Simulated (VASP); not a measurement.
Output of a VASP run:

### OUTCAR
```
 ion  position               nearest neighbor table
   1  0.000  0.000  0.000-   3 2.34   3 2.34   3 2.34   2 2.34   3 2.34   2 2.34   2 2.34   2 2.34
  LATTYP: Found a face centered cubic cell.
 ALAT       =     5.4114811028
 Subroutine PRICEL returns:
 Original cell was already a primitive cell.
 Subroutine GETGRP returns: Found 48 space group operations
The static configuration has the point symmetry O_h .
The dynamic configuration has the point symmetry O_h .
 Subroutine INISYM returns: Found 48 space group operations
 Subroutine IBZKPT returns following result:
 Found     47 irreducible k-points:

 Following reciprocal coordinates:
            Coordinates               Weight
  0.000000  0.000000  0.000000      1.000000
  0.100000  0.000000  0.000000      8.000000
  0.200000  0.000000  0.000000      8.000000
  0.300000  0.000000  0.000000      8.000000
  0.400000  0.000000  0.000000      8.000000
  0.500000  0.000000  0.000000      4.000000
  0.100000  0.100000  0.000000      6.000000
  0.200000  0.100000  0.000000     24.000000
  0.300000  0.100000  0.000000     24.000000
  0.400000  0.100000  0.000000     24.000000
  0.500000  0.100000  0.000000     24.000000
 -0.400000  0.100000  0.000000     24.000000
 -0.300000  0.100000  0.000000     24.000000
 -0.200000  0.100000  0.000000     24.000000
 -0.100000  0.100000  0.000000     12.000000
  0.200000  0.200000  0.000000      6.000000
  0.300000  0.200000  0.000000     24.000000
  0.400000  0.200000  0.000000     24.000000
  0.500000  0.200000  0.000000     24.000000
 -0.400000  0.200000  0.000000     24.000000
 -0.300000  0.200000  0.000000     24.000000
 -0.200000  0.200000  0.000000     12.000000
  0.300000  0.300000  0.000000      6.000000
  0.400000  0.300000  0.000000     24.000000
  0.500000  0.300000  0.000000     24.000000
 -0.400000  0.300000  0.000000     24.000000
 -0.300000  0.300000  0.000000     12.000000
  0.400000  0.400000  0.000000      6.000000
  0.500000  0.400000  0.000000     24.000000
 -0.400000  0.400000  0.000000     12.000000
  0.500000  0.500000  0.000000      3.000000
  0.300000  0.200000  0.100000     24.000000
  0.400000  0.200000  0.100000     48.000000
  0.500000  0.200000  0.100000     48.000000
 -0.400000  0.200000  0.100000     24.000000
  0.400000  0.300000  0.100000     24.000000
  0.500000  0.300000  0.100000     48.000000
 -0.400000  0.300000  0.100000     48.000000
 -0.300000  0.300000  0.100000     48.000000
 -0.200000  0.300000  0.100000     24.000000
   k-points           NKPTS =     47   k-points in BZ     NKDIM =     47   number of bands    NBANDS=     12
   number of dos      NEDOS =    301   number of ions     NIONS =      3
   total plane-waves  NPLWV =  21952
   dimension x,y,z NGX =    28 NGY =   28 NGZ =   28
   dimension x,y,z NGXF=    56 NGYF=   56 NGZF=   56
   ions per type =               1   2
   PREC   = accura    normal or accurate (medium, high low for compatibility)
   ISTART =      0    job   : 0-new  1-cont  2-samecut
   ICHARG =      2    charge: 1-file 2-atom 10-const
   ISPIN  =      1    spin polarized calculation?
   LNONCOLLINEAR =      F non collinear calculations
   LSORBIT =      F    spin-orbit coupling
   INIWAV =      1    electr: 0-lowe 1-rand  2-diag
   ENCUT  =  520.0 eV  38.22 Ry    6.18 a.u.   7.11  7.11  7.11*2*pi/ulx,y,z
   NELM   =    100;   NELMIN=  2; NELMDL= -5     # of ELM steps
   EDIFF  = 0.1E-06   stopping-criterion for ELM
   LREAL  =      F    real-space projection
   NLSPLINE    = F    spline interpolate recip. space projectors
   LMAXMIX     =    4 max onsite mixed and CHGCAR
   VOSKOWN=      0    Vosko Wilk Nusair interpolation
   EDIFFG = 0.1E-05   stopping-criterion for IOM
   NSW    =      0    number of steps for IOM
   NBLOCK =      1;   KBLOCK =      1    inner block; outer block
   IBRION =     -1    ionic relax: 0-MD 1-quasi-New 2-CG
   NFREE  =      0    steps in history (QN), initial steepest desc. (CG)
...
```

OSZICAR:
```
       N       E                     dE             d eps       ncg     rms          rms(c)
DAV:   1     0.579145701943E+02    0.57915E+02   -0.72488E+03  1136   0.139E+03
DAV:   2    -0.310943975941E+02   -0.89009E+02   -0.83202E+02  1140   0.260E+02
DAV:   3    -0.354288648628E+02   -0.43345E+01   -0.41088E+01  1440   0.682E+01
DAV:   4    -0.355279210393E+02   -0.99056E-01   -0.98827E-01  1364   0.951E+00
DAV:   5    -0.355314115950E+02   -0.34906E-02   -0.34893E-02  1504   0.189E+00    0.156E+01
DAV:   6    -0.375212031898E+02   -0.19898E+01   -0.51174E+01  1316   0.156E+02    0.202E+01
DAV:   7    -0.315952840063E+02    0.59259E+01   -0.17506E+01  1444   0.112E+02    0.438E+00
DAV:   8    -0.316730450565E+02   -0.77761E-01   -0.18535E+00  1708   0.181E+01    0.327E+00
DAV:   9    -0.316313575757E+02    0.41687E-01   -0.27654E-01  1376   0.118E+01    0.604E-01
DAV:  10    -0.316401263264E+02   -0.87688E-02   -0.19438E-02  1556   0.180E+00    0.539E-01
DAV:  11    -0.316384268613E+02    0.16995E-02   -0.19118E-02  1488   0.295E+00    0.266E-01
DAV:  12    -0.316387859951E+02   -0.35913E-03   -0.57086E-03  1432   0.160E+00    0.668E-02
DAV:  13    -0.316389711521E+02   -0.18516E-03   -0.39730E-04  1368   0.356E-01    0.190E-02
DAV:  14    -0.316389369722E+02    0.34180E-04   -0.77726E-05  1316   0.140E-01    0.812E-03
DAV:  15    -0.316389504748E+02   -0.13503E-04   -0.38519E-06  1592   0.365E-02    0.251E-03
DAV:  16    -0.316389501951E+02    0.27975E-06   -0.37315E-07  1224   0.754E-03    0.129E-03
DAV:  17    -0.316389558705E+02   -0.56754E-05   -0.43888E-07  1224   0.143E-02    0.173E-03
DAV:  18    -0.316389522376E+02    0.36329E-05   -0.15178E-07   664   0.947E-03    0.165E-04
DAV:  19    -0.316389532441E+02   -0.10065E-05   -0.23273E-08   616   0.162E-03    0.114E-04
DAV:  20    -0.316389533723E+02   -0.12821E-06   -0.36452E-09   604   0.735E-04    0.550E-05
DAV:  21    -0.316389530132E+02    0.35907E-06   -0.10493E-09   612   0.381E-04    0.470E-05
DAV:  22    -0.316389531158E+02   -0.10262E-06   -0.37225E-10   612   0.246E-04    0.171E-05
DAV:  23    -0.316389530370E+02    0.78806E-07   -0.13151E-10   608   0.136E-04
   1 F= -.31638953E+02 E0= -.31638946E+02  d E =-.224914E-04
```

**OUTCAR**
```
------------------------ aborting loop because EDIFF is reached ----------------------------------------
  FORCE on cell =-STRESS in cart. coord.  units (eV):
  Direction    XX          YY          ZZ          XY          YZ          ZX
  --------------------------------------------------------------------------------------
  Total       -2.5544303     -2.5544303     -2.5544303     -0.0000000      0.0000000      0.0000000
  in kB     -103.3037765   -103.3037765   -103.3037765     -0.0000000      0.0000000      0.0000000
  external PRESSURE =    -103.3037765 kB  Pullay stress =       0.0000000 kB
  volume of cell :       39.62
      direct lattice vectors                 reciprocal lattice vectors
     0.000000000  2.705740551  2.705740551    -0.184792293  0.184792293  0.184792293
     2.705740551  0.000000000  2.705740551     0.184792293 -0.184792293  0.184792293
     2.705740551  2.705740551  0.000000000     0.184792293  0.184792293 -0.184792293
 POSITION                                       TOTAL-FORCE (eV/Angst)
 -----------------------------------------------------------------------------------
      0.00000      0.00000      0.00000         0.000000      0.000000     -0.000000
      1.35287      1.35287      1.35287        -0.000000     -0.000000      0.000000
      4.05861      4.05861      4.05861         0.000000      0.000000     -0.000000
 -----------------------------------------------------------------------------------
    total drift:                               -0.000000     -0.000000      0.000000
  FREE ENERGIE OF THE ION-ELECTRON SYSTEM (eV)
  ---------------------------------------------------
  free  energy   TOTEN  =       -31.6389530370 eV

  energy  without entropy=      -31.6389305456  energy(sigma->0) =      -31.63894554
```
(Selected blocks of OUTCAR.)

### POSCAR
```
CoSi2
1
    0.0000000000     2.7057405514     2.7057405514
    2.7057405514     0.0000000000     2.7057405514
    2.7057405514     2.7057405514     0.0000000000
Co Si
1 2
Direct
  0.0000000000   0.0000000000   0.0000000000
  0.2500000000   0.2500000000   0.2500000000
  0.7500000000   0.7500000000   0.7500000000
```

Q: Write an INCAR and KPOINTS that could have produced this output.

A: Several could match; the one computed here: the input of the run itself, r2SCAN+rVV10, plane waves, VASP's PBE PAW potentials (set 64).

File KPOINTS:
```
Automatic mesh
0
Gamma
10 10 10
0 0 0
```

**INCAR**
```
SIGMA = 0.1   # width (eV)
METAGGA = R2SCAN
EDIFF = 1E-7
LREAL = F   # projection in real space or not
ENCUT = 520   # plane-wave cut-off (eV)
PREC = Accurate
LASPH = T   # aspherical one-centre terms
LCHARG = F
BPARAM = 11.95
LWAVE = F
LUSE_VDW = T
CPARAM = 0.0093
ISIF = 2
ALGO = Normal
LMIXTAU = T
SYSTEM = CoSi2
LMAXMIX = 4   # l cut-off of mixed one-centre charges
NELM = 100   # most electronic steps
ISMEAR = 1   # Methfessel-Paxton
```

POTCAR, in this order: Co Si (PBE.64 set). Program: vasp_std.

The compound is CoSi2 in the fluorite structure. This cell is one point of a volume scan, at 1.06 of the reference volume. The run is not spin-polarised, so no magnetic state was tried. The electron count is odd and the run is not spin-polarised, which forces a metal.
